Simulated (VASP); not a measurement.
Output of a VASP run:

OSZICAR:
```
       N       E                     dE             d eps       ncg     rms          rms(c)
DAV:   1    -0.121136300326E+03   -0.12114E+03   -0.56548E+03   184   0.862E+02
DAV:   2    -0.190092081645E+03   -0.68956E+02   -0.64808E+02   220   0.220E+02
DAV:   3    -0.195022844438E+03   -0.49308E+01   -0.49105E+01   209   0.613E+01
DAV:   4    -0.195097504253E+03   -0.74660E-01   -0.74632E-01   194   0.873E+00
DAV:   5    -0.803156388229E+01    0.18707E+03   -0.86098E-01   200   0.116E+01    0.234E+00
DAV:   6    -0.774238631020E+01    0.28918E+00   -0.63108E-01   197   0.506E+00    0.175E+00
DAV:   7    -0.773330398102E+01    0.90823E-02   -0.13384E-01   197   0.218E+00    0.152E+00
DAV:   8    -0.773380394543E+01   -0.49996E-03   -0.89476E-03   218   0.685E-01    0.994E-01
DAV:   9    -0.773271984495E+01    0.10841E-02   -0.53383E-04   206   0.262E-01    0.569E-01
DAV:  10    -0.773227393687E+01    0.44591E-03   -0.30807E-04   185   0.180E-01    0.300E-01
DAV:  11    -0.773213898429E+01    0.13495E-03   -0.11140E-04   200   0.113E-01    0.157E-01
DAV:  12    -0.773209692217E+01    0.42062E-04   -0.37010E-05   185   0.703E-02    0.838E-02
DAV:  13    -0.773208483178E+01    0.12090E-04   -0.15078E-05   203   0.445E-02    0.458E-02
DAV:  14    -0.773208216226E+01    0.26695E-05   -0.62158E-06   188   0.278E-02    0.257E-02
DAV:  15    -0.773208198695E+01    0.17532E-06   -0.24573E-06   197   0.173E-02
   1 F= -.77320820E+01 E0= -.77320820E+01  d E =-.220751E-53
```

**OUTCAR**
```
------------------------ aborting loop because EDIFF is reached ----------------------------------------
  FORCE on cell =-STRESS in cart. coord.  units (eV):
  Direction    XX          YY          ZZ          XY          YZ          ZX
  --------------------------------------------------------------------------------------
  Total        0.7905771      0.7905771      0.7905771     -0.0000000     -0.0000000      0.0000000
  in kB       30.5484757     30.5484757     30.5484757     -0.0000000     -0.0000000      0.0000000
  external PRESSURE =      30.5484757 kB  Pullay stress =       0.0000000 kB
  volume of cell :       41.46
      direct lattice vectors                 reciprocal lattice vectors
     0.000000000  2.747125000  2.747125000    -0.182008463  0.182008463  0.182008463
     2.747125000  0.000000000  2.747125000     0.182008463 -0.182008463  0.182008463
     2.747125000  2.747125000  0.000000000     0.182008463  0.182008463 -0.182008463
  FREE ENERGIE OF THE ION-ELECTRON SYSTEM (eV)
  ---------------------------------------------------
  free  energy   TOTEN  =        -7.7320819869 eV

  energy  without entropy=       -7.7320819869  energy(sigma->0) =       -7.73208199

  exchange ACFDT corr.  =         0.00000000  see jH, gK, PRB 81, 115126
```
(Selected blocks of OUTCAR.)

**POSCAR**
```
NaCl
1
    0.0000000000     2.7471250000     2.7471250000
    2.7471250000     0.0000000000     2.7471250000
    2.7471250000     2.7471250000     0.0000000000
Na Cl
1 1
Direct
  0.0000000000   0.0000000000   0.0000000000
  0.5000000000   0.5000000000   0.5000000000
```

**Question.** Write an INCAR and KPOINTS that could have produced this output.

**Answer.** Several could match; the one computed here: the input of the run itself, B3LYP hybrid, plane waves, VASP's PBE PAW potentials (set 64).

### INCAR
```
AEXX = 0.2
LREAL = .False.   ! projection in real space or not
EDIFF = 1E-6   ! SCF stop (eV)
PRECFOCK = Fast
ENCUT = 300   ! plane-wave cut-off (eV)
LCHARG = .False.
ALGO = Normal   ! blocked Davidson
LASPH = .True.
ISMEAR = 0
ALDAC = 0.19
ISIF = 2
SIGMA = 0.01   ! width (eV)
PREC = Accurate
AGGAC = 0.81
LWAVE = .False.
NELM = 100
SYSTEM = NaCl
HFRCUT = -1
ISYM = 3
GGA = B3
LHFCALC = .True.
AGGAX = 0.72
```

File KPOINTS:
```
Automatic mesh
0
Gamma
4 4 4
0 0 0
```

POTCAR, in this order: Na_pv Cl (PBE.64 set). Program: vasp_std.

At this cut-off the stress carries a Pulay error, which pulls relaxed volumes low.

The structure comes from a computed database's NaCl entry; how it stands against other phases isn't given here. The cell was not relaxed at this level. The k-mesh is coarse (spacing up to 0.50 per Å, 2π included), so the numbers may not be converged in it. The run is one of a series of settings (AEXX = 0.2, AGGAC = 0.81, AGGAX = 0.72, ALDAC = 0.19, GGA = B3, HFRCUT = -1, ISYM = 3, LHFCALC = .TRUE., PRECFOCK = Fast, KPOINTS 4×4×4 Γ-centred mesh against the base run), some of them coarse on purpose.
